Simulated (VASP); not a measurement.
Output of a VASP run:

### OUTCAR
```
 ion  position               nearest neighbor table
   1  0.495  0.003  0.999-  53 1.85  45 1.89  61 1.93  32 1.95   5 2.99   8 3.06  22 3.06  23 3.07
                             2 3.08  14 3.09   3 3.11  30 3.11  17 3.12  12 3.12   7 3.15
   2  0.750  0.245  0.997-  32 1.85  43 1.86  54 1.91  33 1.93  12 3.05   4 3.07   1 3.08  28 3.08
                            23 3.08   3 3.10  24 3.11  15 3.11  13 3.13   6 3.15
   3  0.749  0.995  0.248-  38 1.87  48 1.88  32 1.92  34 1.94   7 3.05  17 3.06  25 3.07  21 3.08
                             4 3.09   2 3.10  10 3.10   1 3.11  18 3.12  11 3.13  15 3.14
   4  0.000  0.000  0.000-  35 1.90  38 1.90  43 1.90  62 1.90   2 3.07   3 3.09  22 3.10  25 3.10
                            28 3.10  31 3.10   7 3.10  12 3.10  14 3.10  15 3.10   5 3.10   8 3.10
   5  0.255  0.246  0.000-  53 1.85  35 1.90  36 1.92  59 1.94   1 2.99  23 3.07  22 3.07   6 3.07
                             8 3.08   4 3.10  16 3.10  15 3.12  29 3.12  28 3.13
   6  0.497  0.500  0.999-  36 1.86  60 1.87  54 1.91  37 1.92  16 3.06  29 3.07   5 3.07  14 3.08
                            23 3.09  30 3.09  17 3.11  24 3.11   7 3.12   9 3.12   2 3.15
   7  0.750  0.750  0.000-  37 1.90  38 1.90  55 1.90  61 1.90   3 3.05   9 3.09  24 3.10  25 3.10
                            30 3.10  31 3.10   4 3.10  12 3.10  13 3.10  17 3.10   6 3.12   1 3.15
   8  0.252  0.999  0.250-  45 1.88  56 1.90  35 1.91  39 1.93   1 3.06   5 3.08  17 3.08  14 3.08
                            27 3.09  25 3.10   4 3.10  18 3.11  15 3.12  10 3.12  19 3.12
   9  0.749  0.502  0.250-  37 1.89  40 1.89  63 1.90  33 1.91  11 3.08  17 3.08  20 3.08  21 3.09
                             7 3.09  25 3.09  26 3.10  13 3.10  15 3.11   6 3.12
  10  0.502  0.000  0.502-  41 1.87  39 1.88  48 1.90  58 1.90  12 3.07  11 3.07  23 3.08  21 3.08
                            30 3.08  22 3.10   3 3.10  17 3.11  27 3.11   8 3.12  19 3.14
  11  0.748  0.251  0.497-  34 1.90  63 1.90  41 1.91  42 1.92  10 3.07   9 3.08  15 3.09  23 3.10
                            26 3.10  20 3.11  24 3.11  18 3.12  12 3.12  28 3.13   3 3.13
  12  0.750  0.000  0.750-  41 1.90  43 1.90  52 1.90  61 1.90   2 3.05  10 3.07  23 3.10  28 3.10
                            30 3.10  31 3.10   7 3.10   4 3.10  18 3.10  21 3.10  11 3.12   1 3.12
  13  0.000  0.500  0.000-  33 1.90  44 1.90  55 1.90  59 1.90  25 3.10  28 3.10  29 3.10  31 3.10
                             7 3.10  14 3.10  15 3.10  24 3.10   9 3.10  16 3.12   2 3.13
  14  0.250  0.750  0.000-  44 1.90  45 1.90  60 1.90  62 1.90   6 3.08   8 3.08   1 3.09  25 3.10
                            29 3.10  30 3.10  31 3.10   4 3.10  13 3.10  17 3.10  22 3.10  16 3.11
  15  0.000  0.250  0.250-  33 1.90  34 1.90  35 1.90  46 1.90  19 3.07  11 3.09  13 3.10  18 3.10
                             4 3.10  26 3.10  16 3.11   9 3.11   2 3.11   8 3.12   5 3.12   3 3.14
  16  0.254  0.497  0.250-  36 1.87  47 1.89  46 1.91  44 1.93  20 3.03   6 3.06  17 3.09  19 3.09
                             5 3.10  15 3.11  14 3.11  27 3.11  13 3.12  26 3.13  25 3.14
  17  0.500  0.750  0.250-  37 1.90  45 1.90  47 1.90  48 1.90   3 3.06  20 3.06   8 3.08   9 3.08
                            16 3.09   7 3.10  14 3.10  21 3.10  27 3.10   6 3.11  10 3.11   1 3.12
  18  0.000  0.000  0.500-  34 1.90  49 1.90  52 1.90  56 1.90  19 3.07  25 3.10  27 3.10  28 3.10
                            31 3.10  15 3.10  12 3.10  21 3.10  22 3.10   8 3.11  11 3.12   3 3.12
  19  0.245  0.250  0.501-  49 1.87  46 1.87  50 1.91  39 1.93  28 3.06  26 3.06  18 3.07  15 3.07
                            29 3.09  16 3.09  22 3.09  20 3.12   8 3.12  23 3.12  10 3.14
  20  0.497  0.502  0.496-  47 1.85  63 1.87  50 1.91  51 1.92  16 3.03  17 3.06  27 3.07   9 3.08
                            29 3.10  21 3.10  11 3.11  30 3.11  19 3.12  23 3.13  24 3.14
  21  0.750  0.750  0.500-  40 1.90  48 1.90  51 1.90  52 1.90   3 3.08  10 3.08   9 3.09  25 3.10
                            26 3.10  30 3.10  31 3.10  12 3.10  17 3.10  18 3.10  24 3.10  20 3.10
  22  0.250  0.000  0.750-  49 1.90  53 1.90  58 1.90  62 1.90   1 3.06   5 3.07  19 3.09  27 3.10
                            28 3.10  30 3.10  31 3.10  14 3.10  18 3.10   4 3.10  23 3.10  10 3.10
  23  0.500  0.250  0.750-  41 1.90  50 1.90  53 1.90  54 1.90   5 3.07   1 3.07   2 3.08  10 3.08
                             6 3.09  12 3.10  22 3.10  24 3.10  29 3.10  11 3.10  19 3.12  20 3.13
  24  0.750  0.500  0.750-  42 1.90  51 1.90  54 1.90  55 1.90  26 3.10  28 3.10  30 3.10  31 3.10
                             7 3.10  13 3.10  21 3.10  23 3.10   6 3.11  11 3.11   2 3.11  20 3.14
  25  0.000  0.750  0.250-  38 1.90  40 1.90  44 1.90  56 1.90   3 3.07   9 3.09  18 3.10  21 3.10
                            26 3.10  27 3.10   7 3.10   4 3.10  13 3.10  14 3.10   8 3.10  16 3.14
  26  0.000  0.500  0.500-  40 1.90  42 1.90  46 1.90  57 1.90  19 3.06  27 3.10  28 3.10  29 3.10
                            31 3.10  15 3.10  21 3.10  24 3.10  25 3.10   9 3.10  11 3.10  16 3.13
  27  0.250  0.750  0.500-  47 1.90  56 1.90  57 1.90  58 1.90  20 3.07   8 3.09  26 3.10  29 3.10
                            30 3.10  31 3.10  18 3.10  17 3.10  22 3.10  25 3.10  10 3.11  16 3.11
  28  0.000  0.250  0.750-  42 1.90  43 1.90  49 1.90  59 1.90  19 3.06   2 3.08  22 3.10  24 3.10
                            26 3.10  29 3.10  12 3.10  13 3.10  18 3.10   4 3.10   5 3.13  11 3.13
  29  0.250  0.500  0.750-  50 1.90  57 1.90  59 1.90  60 1.90   6 3.07  19 3.09  27 3.10  28 3.10
                            30 3.10  31 3.10  14 3.10  13 3.10  23 3.10  26 3.10  20 3.10   5 3.12
  30  0.500  0.750  0.750-  51 1.90  58 1.90  60 1.90  61 1.90  10 3.08   6 3.09  22 3.10  24 3.10
                            27 3.10  29 3.10   7 3.10  12 3.10  14 3.10  21 3.10  20 3.11   1 3.11
  31  0.000  0.750  0.750-  52 1.90  55 1.90  57 1.90  62 1.90  14 3.10  18 3.10  21 3.10  22 3.10
                            24 3.10  26 3.10  27 3.10  29 3.10   4 3.10   7 3.10  12 3.10  13 3.10
  32  0.628  0.130  0.125-   2 1.85   3 1.92   1 1.95
  33  0.875  0.375  0.125-  13 1.90  15 1.90   9 1.91   2 1.93
  34  0.875  0.125  0.375-  15 1.90  18 1.90  11 1.90   3 1.94
  35  0.125  0.125  0.125-   4 1.90  15 1.90   5 1.90   8 1.91
  36  0.378  0.377  0.125-   6 1.86  16 1.87   5 1.92
  37  0.625  0.625  0.125-   9 1.89   7 1.90  17 1.90   6 1.92
  38  0.875  0.875  0.125-   3 1.87   4 1.90   7 1.90  25 1.90
  39  0.378  0.124  0.380-  10 1.88  19 1.93   8 1.93
  40  0.875  0.625  0.375-   9 1.89  21 1.90  25 1.90  26 1.90
  41  0.625  0.125  0.625-  10 1.87  12 1.90  23 1.90  11 1.91
  42  0.875  0.375  0.625-  24 1.90  26 1.90  28 1.90  11 1.92
  43  0.875  0.125  0.875-   2 1.86   4 1.90  12 1.90  28 1.90
  44  0.125  0.625  0.125-  13 1.90  14 1.90  25 1.90  16 1.93
  45  0.375  0.875  0.125-   8 1.88   1 1.89  14 1.90  17 1.90
  46  0.125  0.375  0.375-  19 1.87  15 1.90  26 1.90  16 1.91
  47  0.375  0.625  0.375-  20 1.85  16 1.89  17 1.90  27 1.90
  48  0.625  0.875  0.375-   3 1.88  17 1.90  21 1.90  10 1.90
...
```

**OSZICAR**
```
...
       N       E                     dE             d eps       ncg     rms          rms(c)
DAV:   1    -0.459455723841E+03   -0.56355E-04   -0.15643E-02   776   0.316E-01    0.327E-02
RMM:   2    -0.459455737237E+03   -0.13396E-04   -0.27123E-04   640   0.407E-02    0.146E-02
RMM:   3    -0.459455736972E+03    0.26544E-06   -0.47829E-05   504   0.166E-02    0.889E-03
RMM:   4    -0.459455737659E+03   -0.68717E-06   -0.10642E-05   390   0.771E-03
   9 F= -.45945574E+03 E0= -.45945574E+03  d E =-.303432E-01  mag=     2.0000
       N       E                     dE             d eps       ncg     rms          rms(c)
DAV:   1    -0.459462800821E+03   -0.70638E-02   -0.16832E+00   656   0.339E+00    0.350E-01
RMM:   2    -0.459464546719E+03   -0.17459E-02   -0.33872E-02   640   0.457E-01    0.164E-01
RMM:   3    -0.459464447498E+03    0.99221E-04   -0.57219E-03   648   0.177E-01    0.993E-02
RMM:   4    -0.459464391058E+03    0.56441E-04   -0.13613E-03   648   0.849E-02    0.598E-02
RMM:   5    -0.459464451210E+03   -0.60152E-04   -0.34281E-04   683   0.411E-02    0.268E-02
RMM:   6    -0.459464454639E+03   -0.34297E-05   -0.58543E-05   526   0.179E-02
  10 F= -.45946445E+03 E0= -.45946445E+03  d E =-.871698E-02  mag=     2.0000
       N       E                     dE             d eps       ncg     rms          rms(c)
DAV:   1    -0.459464476391E+03   -0.25181E-04   -0.47151E-03   776   0.180E-01    0.194E-02
RMM:   2    -0.459464480042E+03   -0.36513E-05   -0.87344E-05   632   0.233E-02    0.862E-03
RMM:   3    -0.459464479758E+03    0.28392E-06   -0.15004E-05   389   0.912E-03    0.532E-03
RMM:   4    -0.459464479690E+03    0.67575E-07   -0.27825E-06   373   0.397E-03
  11 F= -.45946448E+03 E0= -.45946448E+03  d E =-.874203E-02  mag=     2.0000
       N       E                     dE             d eps       ncg     rms          rms(c)
DAV:   1    -0.459466501993E+03   -0.20222E-02   -0.55919E-01   656   0.197E+00    0.193E-01
RMM:   2    -0.459466462625E+03    0.39369E-04   -0.78154E-03   640   0.221E-01    0.823E-02
RMM:   3    -0.459466302903E+03    0.15972E-03   -0.17006E-03   641   0.931E-02    0.397E-02
RMM:   4    -0.459466331347E+03   -0.28444E-04   -0.40058E-04   653   0.440E-02    0.269E-02
RMM:   5    -0.459466343649E+03   -0.12302E-04   -0.80485E-05   574   0.199E-02    0.149E-02
RMM:   6    -0.459466343703E+03   -0.54595E-07   -0.14319E-05   392   0.874E-03
  12 F= -.45946634E+03 E0= -.45946634E+03  d E =-.186401E-02  mag=     2.0000
       N       E                     dE             d eps       ncg     rms          rms(c)
DAV:   1    -0.459466414455E+03   -0.70806E-04   -0.14009E-02   720   0.313E-01    0.302E-02
RMM:   2    -0.459466414583E+03   -0.12789E-06   -0.19003E-04   640   0.347E-02    0.130E-02
RMM:   3    -0.459466410332E+03    0.42509E-05   -0.38603E-05   500   0.144E-02    0.660E-03
RMM:   4    -0.459466410887E+03   -0.55474E-06   -0.81025E-06   382   0.675E-03
  13 F= -.45946641E+03 E0= -.45946641E+03  d E =-.193120E-02  mag=     2.0000
       N       E                     dE             d eps       ncg     rms          rms(c)
DAV:   1    -0.459466953496E+03   -0.54316E-03   -0.92834E-02   688   0.811E-01    0.845E-02
RMM:   2    -0.459467027946E+03   -0.74450E-04   -0.17725E-03   640   0.106E-01    0.391E-02
RMM:   3    -0.459467015639E+03    0.12307E-04   -0.31510E-04   645   0.415E-02    0.213E-02
RMM:   4    -0.459467015233E+03    0.40559E-06   -0.82516E-05   632   0.202E-02
  14 F= -.45946702E+03 E0= -.45946702E+03  d E =-.604346E-03  mag=     2.0000
```

### OUTCAR
```
------------------------ aborting loop because EDIFF is reached ----------------------------------------
  FORCE on cell =-STRESS in cart. coord.  units (eV):
  Direction    XX          YY          ZZ          XY          YZ          ZX
  --------------------------------------------------------------------------------------
  Total        6.9678645      6.9738132      6.9981150      3.2784408      3.2403959      3.2105326
  in kB       16.6167525     16.6309388     16.6888930      7.8183265      7.7275981      7.6563810
  external PRESSURE =      16.6455281 kB  Pullay stress =       0.0000000 kB
  volume of cell :      671.84
      direct lattice vectors                 reciprocal lattice vectors
     8.758331436  0.000000000  0.000000000     0.114176999  0.000000000  0.000000000
     0.000000000  8.758331436  0.000000000     0.000000000  0.114176999  0.000000000
     0.000000000  0.000000000  8.758331436     0.000000000  0.000000000  0.114176999
  FREE ENERGIE OF THE ION-ELECTRON SYSTEM (eV)
  ---------------------------------------------------
  free  energy   TOTEN  =      -459.4670152331 eV

  energy  without entropy=     -459.4670152331  energy(sigma->0) =     -459.46701523

 total charge

# of ion       s       p       d       tot
------------------------------------------
    1        0.701   0.978   0.000   1.679
    2        0.701   0.976   0.000   1.677
    3        0.701   0.976   0.000   1.677
    4        0.701   0.967   0.000   1.668
    5        0.701   0.978   0.000   1.678
    6        0.701   0.976   0.000   1.677
    7        0.700   0.960   0.000   1.661
    8        0.701   0.978   0.000   1.678
    9        0.692   0.951   0.000   1.643
   10        0.701   0.976   0.000   1.677
   11        0.692   0.951   0.000   1.643
   12        0.700   0.960   0.000   1.661
   13        0.700   0.960   0.000   1.661
   14        0.701   0.967   0.000   1.668
   15        0.700   0.969   0.000   1.669
   16        0.701   0.976   0.000   1.677
   17        0.700   0.969   0.000   1.669
   18        0.700   0.960   0.000   1.660
   19        0.701   0.976   0.000   1.677
   20        0.692   0.951   0.000   1.643
   21        0.701   0.970   0.000   1.670
   22        0.701   0.967   0.000   1.668
   23        0.700   0.969   0.000   1.669
   24        0.701   0.970   0.000   1.670
   25        0.705   0.981   0.000   1.686
   26        0.701   0.969   0.000   1.670
   27        0.700   0.960   0.000   1.660
   28        0.705   0.981   0.000   1.686
   29        0.700   0.960   0.000   1.660
   30        0.705   0.981   0.000   1.686
   31        0.700   0.967   0.000   1.667
   32        0.858   1.652   0.000   2.510
   33        0.831   1.711   0.000   2.541
   34        0.831   1.711   0.000   2.541
   35        0.831   1.718   0.000   2.549
   36        0.858   1.652   0.000   2.510
   37        0.831   1.711   0.000   2.541
   38        0.835   1.708   0.000   2.543
   39        0.858   1.652   0.000   2.510
   40        0.834   1.724   0.000   2.558
   41        0.831   1.711   0.000   2.541
   42        0.834   1.724   0.000   2.558
   43        0.835   1.708   0.000   2.543
   44        0.835   1.708   0.000   2.543
   45        0.831   1.718   0.000   2.549
   46        0.832   1.720   0.000   2.552
   47        0.831   1.711   0.000   2.541
   48        0.832   1.720   0.000   2.552
...
```
(Selected blocks of OUTCAR.)

File POSCAR:
```
C31NSi31
1
    8.7583314357     0.0000000000     0.0000000000
    0.0000000000     8.7583314357    -0.0000000000
   -0.0000000000    -0.0000000000     8.7583314357
Si C N
31 31 1
Direct
  0.4951410000   0.0032100000  -0.0007060000
  0.7500130000   0.2450920000  -0.0026560000
  0.7486350000  -0.0049780000   0.2475700000
  0.0000000000   0.0000000000   0.0000000000
  0.2546920000   0.2457930000   0.0002680000
  0.4966150000   0.4998940000  -0.0014630000
  0.7500000000   0.7500000000   0.0000000000
  0.2518050000  -0.0014870000   0.2495310000
  0.7491570000   0.5015410000   0.2502630000
  0.5024010000   0.0002790000   0.5022500000
  0.7478080000   0.2510620000   0.4969620000
  0.7500000000   0.0000000000   0.7500000000
  0.0000000000   0.5000000000   0.0000000000
  0.2500000000   0.7500000000   0.0000000000
  0.0000000000   0.2500000000   0.2500000000
  0.2543080000   0.4974380000   0.2497220000
  0.5000000000   0.7500000000   0.2500000000
  0.0000000000   0.0000000000   0.5000000000
  0.2449030000   0.2504750000   0.5012360000
  0.4969090000   0.5018250000   0.4957850000
  0.7500000000   0.7500000000   0.5000000000
  0.2500000000   0.0000000000   0.7500000000
  0.5000000000   0.2500000000   0.7500000000
  0.7500000000   0.5000000000   0.7500000000
  0.0000000000   0.7500000000   0.2500000000
  0.0000000000   0.5000000000   0.5000000000
  0.2500000000   0.7500000000   0.5000000000
  0.0000000000   0.2500000000   0.7500000000
  0.2500000000   0.5000000000   0.7500000000
  0.5000000000   0.7500000000   0.7500000000
  0.0000000000   0.7500000000   0.7500000000
  0.6275630000   0.1304820000   0.1254410000
  0.8750000000   0.3750000000   0.1250000000
  0.8750000000   0.1250000000   0.3750000000
  0.1250000000   0.1250000000   0.1250000000
  0.3778720000   0.3769380000   0.1246300000
  0.6250000000   0.6250000000   0.1250000000
  0.8750000000   0.8750000000   0.1250000000
  0.3775150000   0.1240020000   0.3796610000
  0.8750000000   0.6250000000   0.3750000000
  0.6250000000   0.1250000000   0.6250000000
  0.8750000000   0.3750000000   0.6250000000
  0.8750000000   0.1250000000   0.8750000000
  0.1250000000   0.6250000000   0.1250000000
  0.3750000000   0.8750000000   0.1250000000
  0.1250000000   0.3750000000   0.3750000000
  0.3750000000   0.6250000000   0.3750000000
  0.6250000000   0.8750000000   0.3750000000
  0.1250000000   0.1250000000   0.6250000000
  0.3750000000   0.3750000000   0.6250000000
  0.6250000000   0.6250000000   0.6250000000
  0.8750000000   0.8750000000   0.6250000000
  0.3750000000   0.1250000000   0.8750000000
  0.6250000000   0.3750000000   0.8750000000
  0.8750000000   0.6250000000   0.8750000000
  0.1250000000   0.8750000000   0.3750000000
  0.1250000000   0.6250000000   0.6250000000
  0.3750000000   0.8750000000   0.6250000000
  0.1250000000   0.3750000000   0.8750000000
  0.3750000000   0.6250000000   0.8750000000
  0.6250000000   0.8750000000   0.8750000000
  0.1250000000   0.8750000000   0.8750000000
  0.6213350000   0.3777650000   0.3741100000
```

Q: Reconstruct the remaining input files.

A: One answer among several that fit: the input of the run itself, PBE GGA, plane waves, VASP's PBE PAW potentials (set 64).

INCAR:
```
NELMIN  =  4
IBRION  =  2   # conjugate gradients
GGA  =  PE
NELECT  =  254.0
EDIFF  =  1E-5
NELM  =  100
LORBIT  =  10
ISIF  =  2   # forces and stress, cell fixed
SIGMA  =  0.05
ISPIN  =  2   # spin-polarised
PREC  =  Normal
LWAVE  =  .TRUE.
NUPDOWN  =  2
LASPH  =  .TRUE.
EDIFFG  =  -0.03
ENCUT  =  400   # plane-wave cut-off (eV)
LCHARG  =  .FALSE.
NSW  =  70
ALGO  =  Fast   # Davidson, then RMM-DIIS
MAGMOM  =  63*0.0317
ISMEAR  =  0   # Gaussian
SYSTEM  =  C31NSi31
LREAL  =  Auto
ISYM  =  0
```

KPOINTS:
```
K-points
0
gamma
1 1 1
```

POTCAR, in this order: Si C N (PBE.64 set). Program: vasp_gam.

At this cut-off the stress carries a Pulay error, which pulls relaxed volumes low. The cell is charged, with a uniform compensating background. The supercell is sampled at Γ alone, which is coarse: total energies, pressure and levels can be off, energies of defects by several tenths of an eV.

The cell is a supercell with a defect, built from SiC (zinc blende): N_C-vac_Si, charge -1.
